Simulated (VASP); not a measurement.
BaZrO3 (cubic perovskite) is relaxed at rising pressure, each step from the one before. Symmetry mostly holds the structure type, and other phases were not tried. The mesh follows the cell, and a change of mesh leaves a small step in the series.

BaZrO₃ has the cubic space group Pm-3m (No. 221), the cubic perovskite structure, Pearson symbol cP5. Conventional cell: a = b = c = 4.2343 Å, α = β = γ = 90.00°. Ba on 1a sees 12 O at 2.994 Å (cuboctahedral). Zr on 1b has 6 O at 2.117 Å (octahedral). O on 3c has 2 Zr at 2.117 Å and 4 Ba at 2.994 Å (octahedral). (Neighbours: up to the widest gap in distance over summed covalent radii, below 1.35, at either atom; cation-cation and far metal-metal contacts left out.)

The numbers are results of PBE GGA, VASP's PBE PAW potentials (set 64) (plane waves; VASP 6.6.1), not measurements. Run with 620 eV cut-off, 5×5×5 Γ-centred mesh, Gaussian smearing of 0.050 eV, potentials Ba_sv Zr_sv O.

```tsv
P (GPa)	V (Å³/atom)	H − H(0) (eV/atom)	space group	k-mesh
0	15.18	0.000	Pm-3m	5×5×5
5	(withheld)	(withheld)	Pm-3m	5×5×5
10	14.32	0.921	Pm-3m	6×6×6
20	13.66	1.795	Pm-3m	6×6×6
30	(withheld)	(withheld)	Pm-3m	6×6×6
45	12.50	3.832	Pm-3m	6×6×6
```

Problem. Fill in the missing entries.

Solution. 
- 30, V (Å³/atom): 13.13
- 30, H − H(0) (eV/atom): 2.632
- 5, V (Å³/atom): 14.72
- 5, H − H(0) (eV/atom): 0.467

Pressures at which the relaxation failed are left out.

The compound is BaZrO3 in the cubic perovskite structure.
